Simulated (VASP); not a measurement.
Input:

```yaml
crystal:
  lattice:
    - [3.49383, 2.01716, 6.59465]
    - [-3.49383, 2.01716, 6.59465]
    - [0.00000, -4.03433, 6.59465]
  atoms:
    - { symbol: Sr, position: [0.34353, 0.00000, 0.65647] }
    - { symbol: Sr, position: [0.65647, 0.34353, 0.00000] }
    - { symbol: Sr, position: [0.00000, 0.65647, 0.34353] }
    - { symbol: Sr, position: [0.16451, 0.16451, 0.16451] }
    - { symbol: Sr, position: [0.83549, 0.83549, 0.83549] }
    - { symbol: Mg, position: [0.50000, 0.50000, 0.50000] }
```

These are PBEsol GGA, VASP's PBE PAW potentials (set 64) (plane waves; VASP) values and carry that method's errors. Numerical set-up: 400 eV cut-off, 6×6×6 Γ-centred mesh, tetrahedra with Blöchl corrections, potentials Sr_sv Mg.

The cores are frozen, which limits the accuracy of field gradients.

Give the principal components of the electric field gradient (V/Å²) and the asymmetry η at each nucleus.

```json
[
 {"atom": "Sr1", "Vxx": "-7.2", "Vyy": "-7.0", "Vzz": "14.2", "η": "0.02"},
 {"atom": "Sr2", "Vxx": "-7.2", "Vyy": "-7.0", "Vzz": "14.2", "η": "0.02"},
 {"atom": "Sr3", "Vxx": "-7.2", "Vyy": "-7.0", "Vzz": "14.2", "η": "0.02"},
 {"atom": "Sr4", "Vxx": "0.8", "Vyy": "0.8", "Vzz": "-1.6", "η": "0.00"},
 {"atom": "Sr5", "Vxx": "0.8", "Vyy": "0.8", "Vzz": "-1.6", "η": "0.00"},
 {"atom": "Mg6", "Vxx": "-0.2", "Vyy": "-0.2", "Vzz": "0.3", "η": "-"}
]
```

The structure comes from a computed database's Sr5Mg entry (R32); how it stands against other phases isn't given here. It was relaxed first, which changed the volume by -6 %.
